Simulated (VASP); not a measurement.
Calculation: rev-vdW-DF2, VASP's PBE PAW potentials (set 64) (plane waves; VASP 6.6.1).

VASP ran on this input.

**INCAR**
```
SYSTEM = MgO
PREC = Accurate
ENCUT = 520
EDIFF = 1E-7
NELM = 100
ALGO = Normal
LREAL = .FALSE.
LASPH = .TRUE.
ISMEAR = -5
GGA = MK
PARAM1 = 0.1234568
PARAM2 = 0.7114
ZAB_VDW = -1.8867
LUSE_VDW = .TRUE.
AGGAC = 0.0
LWAVE = .FALSE.
LCHARG = .TRUE.
LORBIT = 11
NEDOS = 601
ISIF = 2
```

### POSCAR
```
MgO
1.0
  0.0000000000   2.1109050248   2.1109050248
  2.1109050248   0.0000000000   2.1109050248
  2.1109050248   2.1109050248   0.0000000000
Mg O
1 1
Cart
  0.0000000000   0.0000000000   0.0000000000
  2.1109050248   2.1109050248   2.1109050248
```

KPOINTS:
```
Automatic mesh
0
Gamma
12 12 12
0 0 0
```

POTCAR, in this order: Mg O (PBE.64 set). Program: vasp_std.

Output

File OSZICAR:
```
       N       E                     dE             d eps       ncg     rms          rms(c)
DAV:   1     0.119248075960E+02    0.11925E+02   -0.48862E+03  1400   0.882E+02
DAV:   2    -0.108484222570E+02   -0.22773E+02   -0.22223E+02  1352   0.135E+02
DAV:   3    -0.111764957251E+02   -0.32807E+00   -0.32807E+00  1536   0.169E+01
DAV:   4    -0.111769041322E+02   -0.40841E-03   -0.40841E-03  1496   0.555E-01
DAV:   5    -0.111769043409E+02   -0.20874E-06   -0.20874E-06  1528   0.110E-02    0.727E+00
DAV:   6    -0.961371777355E+01    0.15632E+01   -0.10393E+01  1152   0.226E+01    0.230E+00
DAV:   7    -0.959462614195E+01    0.19092E-01   -0.50251E-02  1200   0.267E+00    0.131E+00
DAV:   8    -0.958616158240E+01    0.84646E-02   -0.26160E-02  1168   0.238E+00    0.158E-01
DAV:   9    -0.958604981701E+01    0.11177E-03   -0.38273E-04  1720   0.183E-01    0.739E-02
DAV:  10    -0.958613195225E+01   -0.82135E-04   -0.10928E-04  1192   0.111E-01    0.479E-03
DAV:  11    -0.958613161761E+01    0.33464E-06   -0.17204E-06  1664   0.984E-03    0.276E-03
DAV:  12    -0.958613152984E+01    0.87772E-07   -0.34241E-07  1168   0.582E-03
   1 F= -.95861315E+01 E0= -.95861315E+01  d E =0.000000E+00
```

File OUTCAR:
```
------------------------ aborting loop because EDIFF is reached ----------------------------------------
  FORCE on cell =-STRESS in cart. coord.  units (eV):
  Direction    XX          YY          ZZ          XY          YZ          ZX
  --------------------------------------------------------------------------------------
  Total       -0.0003764     -0.0003764     -0.0003764      0.0000000     -0.0000000      0.0000000
  in kB       -0.0320567     -0.0320567     -0.0320567      0.0000000     -0.0000000      0.0000000
  external PRESSURE =      -0.0320567 kB  Pullay stress =       0.0000000 kB
  volume of cell :       18.81
      direct lattice vectors                 reciprocal lattice vectors
     0.000000000  2.110905025  2.110905025    -0.236865228  0.236865228  0.236865228
     2.110905025  0.000000000  2.110905025     0.236865228 -0.236865228  0.236865228
     2.110905025  2.110905025  0.000000000     0.236865228  0.236865228 -0.236865228
  FREE ENERGIE OF THE ION-ELECTRON SYSTEM (eV)
  ---------------------------------------------------
  free  energy   TOTEN  =        -9.5861315298 eV

  energy  without entropy=       -9.5861315298  energy(sigma->0) =       -9.58613153

 total charge

# of ion       s       p       d       tot
------------------------------------------
    1        0.147   0.177   0.079   0.403
    2        1.535   3.555   0.000   5.090
--------------------------------------------------
tot          1.682   3.733   0.079   5.493
```
(Selected blocks of OUTCAR.)

**OUTCAR**
```
 val. band max:        3.0096271037   @ k =   0.0000   0.0000   0.0000

 cond. band min:       7.7664401204   @ k =   0.0000   0.0000   0.0000


 Fermi energy:         3.0260659986

 k-point     1 :       0.0000    0.0000    0.0000
  band No.  band energies     occupation
      1     -14.1174      2.00000
      2       3.0096      2.00000
      3       3.0096      2.00000
      4       3.0096      2.00000
      5       7.7664      0.00000
      6      18.7695      0.00000
      7      18.7695      0.00000
      8      18.7695      0.00000

 k-point     2 :       0.0833    0.0000    0.0000
  band No.  band energies     occupation
      1     -14.0439      2.00000
      2       2.5461      2.00000
      3       2.9627      2.00000
      4       2.9627      2.00000
      5       8.2148      0.00000
      6      17.8370      0.00000
      7      18.9380      0.00000
      8      18.9380      0.00000

 k-point     3 :       0.1667    0.0000    0.0000
  band No.  band energies     occupation
      1     -13.8357      2.00000
      2       1.5199      2.00000
      3       2.8373      2.00000
      4       2.8373      2.00000
      5       9.1709      0.00000
      6      16.4815      0.00000
      7      19.3331      0.00000
      8      19.3331      0.00000

 k-point     4 :       0.2500    0.0000    0.0000
  band No.  band energies     occupation
      1     -13.5323      2.00000
      2       0.3805      2.00000
      3       2.6727      2.00000
      4       2.6727      2.00000
      5      10.1050      0.00000
      6      15.5849      0.00000
      7      19.6013      0.00000
      8      19.6013      0.00000

 k-point     5 :       0.3333    0.0000    0.0000
  band No.  band energies     occupation
      1     -13.2022      2.00000
      2      -0.6229      2.00000
      3       2.5150      2.00000
      4       2.5150      2.00000
      5      10.6894      0.00000
      6      15.3142      0.00000
      7      19.5140      0.00000
...
```

The compound is MgO in the rock salt structure. It was relaxed first.
